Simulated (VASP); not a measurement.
Runs of VASP 6.6.1 on Na. Symmetry: Im-3m, No. 229, cubic system. The conventional cell has a = 4.230 Å, b = 4.230 Å, c = 4.230 Å, α = 90.00°, β = 90.00°, γ = 90.00°. Na (site symmetry m-3m) is surrounded by 8 Na at 3.66 Å. The cell was built by a generator and needn't be a form met in nature.

| level | potentials or basis | gap on the mesh (eV) | pressure (GPa) |
| --- | --- | --- | --- |
| r2SCAN | VASP PAW PBE potentials, release 64 (Na_pv) | none | (a) |
| LDA | VASP PAW LDA potentials, release 64 (Na_pv) | none | -0.9 |
| PBE | VASP PAW PBE potentials, release 64 (Na_pv) | none | -0.2 |
| PBEsol | VASP PAW PBE potentials, release 64 (Na_pv) | none | -0.3 |

Alike in all rows: task single point; no spin polarisation; cell as given; k mesh 22 × 22 × 22; cutoff (eV) 520; smearing methfessel-paxton 0.1 eV.

Question: Estimate the missing entries.

Answer: (a) 0.1.

Caveats: the PAW data sets were made with another functional, which shifts forces and pressure a little (some runs).

A k mesh can miss the band edges.

A gap of «none» marks a metal or a gap under the smearing width.

Not every run made on this cell is shown here.
